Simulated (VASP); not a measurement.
Calculation: r2SCAN meta-GGA, VASP's PBE PAW potentials (set 64) (plane waves; VASP).

VASP input:

### POSCAR
```
NiAl
1
    2.8617681357     0.0000000000     0.0000000000
    0.0000000000     2.8617681357     0.0000000000
    0.0000000000     0.0000000000     2.8617681357
Al Ni
1 1
Direct
  0.5000000000   0.5000000000   0.5000000000
  0.0000000000   0.0000000000   0.0000000000
```

INCAR:
```
SYSTEM = NiAl
PREC = Accurate
ENCUT = 400
EDIFF = 1E-7
NELM = 100
ALGO = Normal
LREAL = .FALSE.
LASPH = .TRUE.
ISMEAR = -5
METAGGA = R2SCAN
LMIXTAU = .TRUE.
LMAXMIX = 4
LWAVE = .FALSE.
LCHARG = .FALSE.
LORBIT = 11
NEDOS = 601
ISIF = 2
```

### KPOINTS
```
Automatic mesh
0
Gamma
14 14 14
0 0 0
```

### KPOINTS_OPT
```
k-points along high-symmetry lines
10
Line-mode
Reciprocal
  0.000000   0.000000   0.000000 ! GAMMA
  0.000000   0.500000   0.000000 ! X

  0.000000   0.500000   0.000000 ! X
  0.500000   0.500000   0.000000 ! M

  0.500000   0.500000   0.000000 ! M
  0.000000   0.000000   0.000000 ! GAMMA

  0.000000   0.000000   0.000000 ! GAMMA
  0.500000   0.500000   0.500000 ! R

  0.500000   0.500000   0.500000 ! R
  0.000000   0.500000   0.000000 ! X

  0.500000   0.500000   0.500000 ! R
  0.500000   0.500000   0.000000 ! M
```

POTCAR, in this order: Al Ni (PBE.64 set). Program: vasp_std.

What will the output report for the number of irreducible k-points (NKPTS), number of bands (NBANDS), largest plane-wave count, number of space-group operations, FFT grid (NGX, NGY, NGZ)?

* **number of irreducible k-points (NKPTS)**: 120
* **number of bands (NBANDS)**: 10
* **largest plane-wave count**: 449
* **number of space-group operations**: 48
* **FFT grid (NGX, NGY, NGZ)**: 20 × 20 × 20

The compound is NiAl in the CsCl type structure. It was relaxed first. The run is not spin-polarised, so no magnetic state was tried. The electron count is odd and the run is not spin-polarised, which forces a metal.
